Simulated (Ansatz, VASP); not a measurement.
**WC in two plane-wave programs**

Aim: how closely do two programs agree when they are given the same cell, functional and k mesh?

Calculated with Ansatz 0.2.0; plane waves, with VASP 6.6.1 beside it; single point at PBEsol.

## (1) Starting point

The structure is triclinic, space group P1 (No. 1). Conventional cell: a = 3.101 Å, b = 3.101 Å, c = 3.101 Å, α = 60.00°, β = 60.00°, γ = 60.00°. W has 6 C at 2.09 to 2.29 Å nearest. Nearest to C lie 6 W at 2.09 to 2.29 Å. Farther neighbours are not listed.

Coordinates:

```
W C
1.0
     0.00000    2.19268    2.19268
     2.19268    0.00000    2.19268
     2.19268    2.19268    0.00000
W C
1 1
Direct
  0.98258 0.99518 0.00280
  0.51745 0.50594 0.48678
```

## (2) VASP: single point, PBEsol

A single point gives forces, pressure and levels at one fixed geometry, so differences don't come from the geometry; what else differs is listed under the comparison.

Lines of VASP's logs that name or quote its potential files are left out, and so is its time.

INCAR

```
SYSTEM = WC
PREC = Accurate
ENCUT = 520
EDIFF = 1E-06
NELM = 100
ISMEAR = 0
SIGMA = 0.5
LREAL = .FALSE.
ALGO = Normal
GGA = PS
NBANDS = 11
LASPH = .TRUE.
LORBIT = 11
LWAVE = .FALSE.
LCHARG = .FALSE.
KPAR = 2
ISIF = 2
```

POSCAR

```
WC
1.0
    0.0000000000      2.1926840000      2.1926840000
    2.1926840000      0.0000000000      2.1926840000
    2.1926840000      2.1926840000      0.0000000000
W C
1 1
Direct
   -0.0174180000     -0.0048180000      0.0027980000
    0.5174460000      0.5059440000      0.4867750000
```

KPOINTS

```
Automatic mesh
0
Gamma
9 9 9
0 0 0
```

PAW data sets: W and C (PBE family, release 64).

Run with:

```console
$ mpirun -np 2 vasp_std
```

Numbers of over 12 decimals in the logs are rounded to 6 here.

The program printed:

```text
[banner, memory and clock lines left out]
running    2 mpi-ranks, on    1 nodes
 distrk:  each k-point on    1 cores,    2 groups
 distr:  one band on    1 cores,    1 groups

 POSCAR found type information on POSCAR W C
 POSCAR found :  2 types and       2 ions
|                                                                             |
|               ----> ADVICE to this user running VASP <----                  |
|                                                                             |
|     You enforced a specific xc type in the INCAR file but a different       |
|     [... a line on the potential file left out ...]
|     I HOPE YOU KNOW WHAT YOU ARE DOING!                                     |
|                                                                             |

 LDA part: xc-table for (Slater+PW92), standard interpolation
 POSCAR, INCAR and KPOINTS ok, starting setup
 FFT: planning ... GRIDC
 FFT: planning ... GRID_SOFT
 FFT: planning ... GRID
 WAVECAR not read
 entering main loop
       N       E                     dE             d eps       ncg     rms          rms(c)
DAV:   1     0.214616068498E+02    0.21462E+02   -0.49823E+03  8038   0.818E+02
DAV:   2    -0.244717336960E+02   -0.45933E+02   -0.43521E+02  9421   0.196E+02
DAV:   3    -0.263965666476E+02   -0.19248E+01   -0.18891E+01 10050   0.332E+01
DAV:   4    -0.264116366705E+02   -0.15070E-01   -0.15047E-01  8842   0.332E+00
DAV:   5    -0.264117233050E+02   -0.86634E-04   -0.86625E-04  9758   0.223E-01    0.333E+01
DAV:   6    -0.231785143910E+02    0.32332E+01   -0.15777E+01  9316   0.240E+01    0.106E+01
DAV:   7    -0.231016602070E+02    0.76854E-01   -0.76943E-01  8327   0.681E+00    0.845E+00
DAV:   8    -0.230647556398E+02    0.36905E-01   -0.13493E-01  9146   0.269E+00    0.257E+00
DAV:   9    -0.230568757505E+02    0.78799E-02   -0.21663E-02  8804   0.950E-01    0.318E-01
DAV:  10    -0.230566840854E+02    0.19167E-03   -0.10492E-03  9399   0.291E-01    0.220E-01
DAV:  11    -0.230566688975E+02    0.15188E-04   -0.10202E-04  9255   0.677E-02    0.901E-03
DAV:  12    -0.230566649785E+02    0.39190E-05   -0.37246E-06  7075   0.129E-02    0.138E-02
DAV:  13    -0.230566646296E+02    0.34897E-06   -0.52225E-07  5092   0.720E-03
   1 F= -.23056665E+02 E0= -.22988646E+02  d E =-.136037E+00
```

From OUTCAR (step 2):

```text
ion  position               nearest neighbor table
   1  0.983  0.995  0.003-   2 2.09   2 2.15   2 2.18   2 2.21   2 2.24   2 2.29
   2  0.517  0.506  0.487-   1 2.09   1 2.15   1 2.18   1 2.21   1 2.24   1 2.29

  LATTYP: Found a face centered cubic cell.
 ALAT       =     4.3853680000

 Subroutine GETGRP returns: Found  1 space group operations
 (whereof  1 operations were pure point group operations)

The static configuration has the point symmetry C_1 .

 Found    365 irreducible k-points:

   k-points           NKPTS =    365   k-points in BZ     NKDIM =    365   number of bands    NBANDS=     11

   dimension x,y,z NGX =    24 NGY =   24 NGZ =   24
   dimension x,y,z NGXF=    48 NGYF=   48 NGZF=   48

   ENCUT  =  520.0 eV  38.22 Ry    6.18 a.u.   5.77  5.77  5.77*2*pi/ulx,y,z

   NELECT =      10.0000    total number of electrons

 k-points in reciprocal lattice and weights: Automatic mesh
   0.00000000  0.00000000  0.00000000       0.001
   0.11111111  0.00000000  0.00000000       0.003
   0.00000000  0.11111111  0.00000000       0.003
   0.00000000  0.00000000  0.11111111       0.003
   0.11111111  0.11111111  0.11111111       0.003
   0.22222222  0.00000000  0.00000000       0.003
   0.00000000  0.22222222  0.00000000       0.003
   0.00000000  0.00000000  0.22222222       0.003
   0.22222222  0.22222222  0.22222222       0.003
[...]
-0.44444444  0.22222222 -0.22222222       0.003
   0.22222222  0.44444444 -0.33333333       0.003

 average (electrostatic) potential at core
       1 -37.1705       2 -46.3551

 E-fermi :   9.4489

 k-point     1 :       0.0000    0.0000    0.0000
  band No.  band energies     occupation
    ...
      5       7.5291      2.00000
      6       8.3237      1.99854
      7       8.9088      1.87343
      8       9.1199      1.64792
      9       9.6816      0.51048
     10      16.0016      0.00000
     11      19.5019      0.00000

 k-point     2 :       0.1111    0.0000    0.0000
  band No.  band energies     occupation
    ...
      3       6.0028      2.00000
      4       6.1693      2.00000
      5       7.3222      2.00000
      6       7.5292      2.00000
      7       9.0698      1.71644
      8      11.0786      0.00000
      9      11.2814      0.00000
     10      16.6365      0.00000
     11      20.2838      0.00000

 k-point     3 :       0.0000    0.1111    0.0000
  band No.  band energies     occupation
    ...
      3       6.0331      2.00000
      4       6.3474      2.00000
      5       7.3445      2.00000
      6       7.4763      2.00000
      7       8.8616      1.90337
      8      11.0817      0.00000
      9      11.3962      0.00000
     10      16.6238      0.00000
     11      20.2838      0.00000

  Total       -1.2310072     -1.1237715     -0.5335156      0.0058184     -0.0516016      0.0144341
  in kB      -93.5433774    -85.3946109    -40.5414734      0.4421377     -3.9211697      1.0968359
  external PRESSURE =     -73.1598206 kB  Pullay stress =       0.0000000 kB

  energy-cutoff  :      520.00
  volume of cell :       21.08
      direct lattice vectors                 reciprocal lattice vectors
     0.000000000  2.192684000  2.192684000    -0.228031034  0.228031034  0.228031034
     2.192684000  0.000000000  2.192684000     0.228031034 -0.228031034  0.228031034
     2.192684000  2.192684000  0.000000000     0.228031034  0.228031034 -0.228031034

 POSITION                                       TOTAL-FORCE (eV/Angst)
 -----------------------------------------------------------------------------------
      2.18825      2.16063      4.33661        -0.080980      0.290241      0.706709
      2.17672      2.20194      2.24397         0.080980     -0.290241     -0.706709
 -----------------------------------------------------------------------------------
    total drift:                               -0.000037      0.000008      0.000036

  FREE ENERGIE OF THE ION-ELECTRON SYSTEM (eV)
  ---------------------------------------------------
  free  energy   TOTEN  =       -23.0566646296 eV

  energy  without entropy=      -22.9206279936  energy(sigma->0) =      -22.98864631

 total charge
# of ion       s       p       d       tot
------------------------------------------
    1        0.561   0.771   4.337   5.670
    2        0.855   1.566   0.000   2.421
--------------------------------------------------
tot          1.416   2.337   4.337   8.091

[... 3 further parts left out ...]
```

The data set W keeps the semicore shell frozen, which is cheaper and a little less accurate.

## (3) Ansatz: single point, PBEsol

Ansatz runs on its default PAW (the set named soft_2) files.

The same cell, functional, mesh and smearing now go to Ansatz, which takes its cutoff from its data sets.

input.yaml

```yaml
crystal:
  lattice:
    - [0.0, 2.192684, 2.192684]
    - [2.192684, 0.0, 2.192684]
    - [2.192684, 2.192684, 0.0]
  atoms:
    - { symbol: W, position: [-0.017418, -0.004818, 0.002798] }
    - { symbol: C, position: [0.517446, 0.505944, 0.486775] }
hamiltonian:
  xc: pbesol
  pseudopotentials: { kind: paw }
kpoints:
  mp_grid: { grid: [9, 9, 9] }
scf:
  occupations: { method: gaussian, width: 0.5 }
  n_extra_bands: 4
output:
  forces: true
  stress: true
  eigenvalues: true
```

Run with:

```console
$ ansatz run input.yaml --threads 2 --pin off --max-ram 4608MiB --backend cpu --events-out ev --progress --plain --runs-dir out
```

The program printed:

```text
scf.n_extra_bands = 4 over 9 filled bands (N_el = 18.0): the run solves 13 bands
Engine: ansatz 0.2.0, aarch64-unknown-linux-gnu
Pseudopotentials: kind: paw
Pseudopotential: W, paw, valence charge 14, recommended cutoff 420 eV (normal), W.paw.azcp
Pseudopotential: C, paw, valence charge 4, recommended cutoff 420 eV (normal), C.paw.azcp
Functional definition: PBEsol
  exchange = pbesol_x
  correlation = pbesol_c
Crystal: 2 atoms, lattice volume = 21.084 Å³
Basis set: ecut = 420 eV, 411 PW (Γ), exchange–correlation on 48×48×48 points (8 copies of the dense FFT grid, shifted against one another)
Bands: 13, of which v1, the nominal top of the filled ones, is band 9 counted from 1 (8 counted from 0)
Symmetry: 1 space group operations
Space group: P1 (ITA 1), of the structure as read, at distance tolerance 2.8e-5 Å
k-points: 365 of 729 (time reversal used)
Non-local potential: W, projectors of the file, l = 0: 3, l = 1: 2, l = 2: 2, l = 3: 1
Non-local potential: C, projectors of the file, l = 0: 2, l = 1: 2, l = 2: 1
PAW form: soft (Blöchl's): semilocal exchange-correlation on the pseudo side does not see the compensation charge
PAW frozen core: W, regenerated for the run's functional, and the local potential with it (the file was generated under x = pbe(κ = 0.804, μ = 0.219515), c = pbe(β = 0.066725))
PAW frozen core: C, regenerated for the run's functional, and the local potential with it (the file was generated under x = pbe(κ = 0.804, μ = 0.219515), c = pbe(β = 0.066725))
PAW one-centre angular grid: W, 590 points (default); XC on 64 Gauss nodes
PAW one-centre angular grid: C, 110 points (default); XC on 64 Gauss nodes
Initial density: superposition of atomic densities (neutral atoms: chi_scale 0, normalization atom), corrected by the library's trained network
Initial wavefunctions: pseudopotential atomic-orbital guess
Functional: x = pbesol(κ = 0.804, μ = 0.123457), c = pbesol(β = 0.046)
SCF iter   1: F=—  HF=-10502.830447 eV  |F-HF|=—  |Δ(HF+E_count)|=         —  Δρ=7.33e-3  dr2=1.07e-2  ethr=1.77e-3  ⟨swp⟩=5.1  Hψ=24598  notcnv=0
preconditioner: auto → none  [metal: Δε(μ)=0.014 eV  Ē_g=9.747 eV  σ=0.500 eV  W_gap=0.02  n_scr=8 (ndim 8)  ℏωp=25.6 eV  f_vac=0.000  D(μ)=1.08/eV (n_scr^D=14)  sad-step TF]
SCF iter   2: F=—  HF=-10502.829068 eV  |F-HF|=—  |Δ(HF+E_count)|=   1.38e-3  Δρ=4.58e-3  dr2=4.56e-3  ethr=5.94e-5  ⟨swp⟩=1.0  Hψ=7665  notcnv=0
SCF iter   3: F=—  HF=-10502.828154 eV  |F-HF|=—  |Δ(HF+E_count)|=   9.15e-4  Δρ=4.11e-4  dr2=1.93e-5  ethr=2.54e-5  ⟨swp⟩=2.0  Hψ=6042  notcnv=0
SCF iter   4: F=—  HF=-10502.828140 eV  |F-HF|=—  |Δ(HF+E_count)|=   1.40e-5  Δρ=9.33e-5  dr2=1.24e-6  ethr=1.07e-7  ⟨swp⟩=2.0  Hψ=7762  notcnv=0
iter 5 did not close the SCF: its close was put off for the readings that it lacked (scf_convergence_deferred on its scf_iter line)
SCF iter   5: F=-10502.828140 eV  HF=-10502.828140 eV  |F-HF|=2.61e-8  |Δ(HF+E_count)|=   6.15e-8  Δρ=1.61e-5  dr2=4.08e-8  ethr=6.90e-9  ⟨swp⟩=2.1  Hψ=6341  notcnv=0
SCF iter   6: F=-10502.828140 eV  HF=-10502.828140 eV  |F-HF|=8.71e-10  |Δ(HF+E_count)|=   1.18e-8  Δρ=4.35e-6  dr2=2.04e-9  ethr=2.27e-10  ⟨swp⟩=2.5  Hψ=16726  notcnv=0
SCF 1 converged in 6 iterations: F = -10502.828140 eV  dr2 = 2.04e-9
  greatest PAW one-centre occupation: 1.000 electrons in one spin orbital (limit 2), on the W atom at site 0 (counted from 0), in its partial waves of l = 0
SCF converged after 6 iterations
Free energy (F): -10502.828140 eV
Harris-Foulkes:  -10502.828140 eV  (|F-HF|=8.71e-10)
Internal energy: -10502.692934 eV  (E = F + TS)
E sigma→0 (E₀):  -10502.760537 eV
Entropy (-TS):   -0.135206 eV (-67.603 meV/atom)
Fermi energy:    21.540282 eV
--- Per-component energies (eV) ---
  E_band       = -63.864883
  E_kinetic    = 541.308862
  E_local      = -664.987390  (includes V_loc(G=0)·N_el)
  E_nonlocal   = 29.108429
  E_hartree    = 231.722888
  E_xc         = -313.812480
  E_vxc        = -299.136411  (∫ρ·V_xc dr)
  E_paw        = -8531.049979  (= ΣΔE_a)
  E_vpaw       = -133.603712  (= ΣTr[D̂ρ^β])
  E_aug_tail   = -0.000061  (compensation charges beyond the density's cutoff)
  E_ewald      = -1795.226096
  E_core_change = 0.242893  (= ΣΔE_core)
  E_smearing   = -0.135206  (= −TS)
  E_closure    = 0.000000  (closes the sum)
  Σ components = -10502.828140   (vs F -10502.828140, Δ=0.00e0)
--- Forces (eV/Å), atoms counted from 1 ---
  atom   1  W     -0.07794282     0.27876170     0.67530824
  atom   2  C      0.07794217    -0.27875626    -0.67529542
  max |Σ_I F_I| component: 1.28e-5 eV/Å
--- Stress (GPa, compression-positive) ---
       -9.342146       0.039643       0.099710
        0.039643      -8.565576      -0.356907
        0.099710      -0.356907      -4.288301
  P = ⅓ Tr σ = -7.3987 GPa (-73.987 kbar)
--- Band table (eV; the first three rows and the last of 365) ---
  k-point 0: bands = [... 5 lower, 18.5496, 18.5819, 18.8569, 19.6051, 20.4165, 20.9330, 21.1691, 21.7400]
  k-point 1: bands = [... 5 lower, 17.4698, 18.1170, 18.4062, 19.4254, 19.5985, 20.9228, 23.1444, 23.4323]
  k-point 2: bands = [... 5 lower, 15.7343, 16.7331, 16.9090, 20.2100, 20.2573, 21.4394, 25.7205, 25.9027]
  k-point 364: bands = [... 5 lower, 12.2342, 15.1577, 15.2787, 22.3567, 22.5093, 23.6849, 27.3810, 29.4231]
```

Elapsed: 11 s, on 2 threads of Arm Neoverse N1, shared host; peak memory 0.4 GiB; 21 s of CPU time.

The run ends at a pressure of -7.40 GPa, with forces up to 0.73 eV/Å.

## (4) Side by side

Known differences besides the potentials themselves: the data sets hold 18 valence electrons in Ansatz (default PAW (the set named soft_2) files) and 10 in VASP; the cutoff is 420 eV in Ansatz and 520 eV in VASP; Ansatz makes its cores anew for this functional, VASP keeps those of its PBE data sets. Total energies have different zeros and are not compared.

The two programs side by side:

```tsv
quantity	Ansatz	VASP	difference
pressure (GPa)	-7.40	-7.32	-0.08
pressure without Ansatz's Pulay correction (GPa)	-7.71	-7.32	-0.40
```

Forces (eV/Å; atoms numbered as in POSCAR):

```tsv
atom	Ansatz x, y, z	VASP x, y, z
W1	-0.078, 0.279, 0.675	-0.081, 0.290, 0.707
C2	0.078, -0.279, -0.675	0.081, -0.290, -0.707
```

The forces differ by 19 meV/Å r.m.s., which is 4.4 % of the r.m.s. force of 0.44 eV/Å (both taken over all components). Ansatz's pressure holds a Pulay correction of 0.32 GPa; VASP's holds none.

## (5) What the set-up changes

Further runs change the set-up of one program: Ansatz's method, potentials or start, or VASP's data sets, cutoff or form of LDA. The table gives Ansatz less VASP for each quantity, since a change that brings one quantity closer may part another.

```tsv
run	r.m.s. force difference (meV/Å)	pressure (GPa)	pressure without Ansatz's Pulay correction (GPa)
as above	19	-0.083	-0.40
cores kept as stored	19	-0.032	-0.34
Ansatz's larger PAW set (cutoff 880 eV)	21	0.041	
norm-conserving potentials (cutoff 1116 eV)	17	0.42	0.30
```

## (6) What came out

| Property | Result |
| --- | --- |
| r.m.s. force difference (single point, PBEsol) | 4.4 % of the r.m.s. force |

In words: The r.m.s. force difference is 4.4 % of the r.m.s. force (single point, PBEsol), beyond the 3 % picked in this series as the mark of a large difference. Single point, PBEsol, cores kept as stored: the difference in pressure goes from -0.083 to -0.032 GPa. Single point, PBEsol, Ansatz's larger PAW set (cutoff 880 eV): the difference in pressure goes from -0.083 to 0.041 GPa. Single point, PBEsol, norm-conserving potentials (cutoff 1116 eV): the difference in pressure goes from -0.083 to 0.42 GPa; the difference in pressure without Ansatz's Pulay correction goes from -0.40 to 0.30 GPa. 1 further run of this series is not shown here. Such differences can come from data sets, numerical settings and the points named under the comparisons, not from the functional's error against experiment.

[Lines on the potential files, build, host, timing and source positions are cut from VASP's logs without a mark.]

[Logs are printed without paths, hosts, clocks, repeated set-up lines and the standing remarks that a program may print on its own settings, such as how far it seeks lower states.]

[Hosts, paths, dates, database ids (printed as entryN), source tags and the programs' standing remarks are cut or masked in the printed files.]
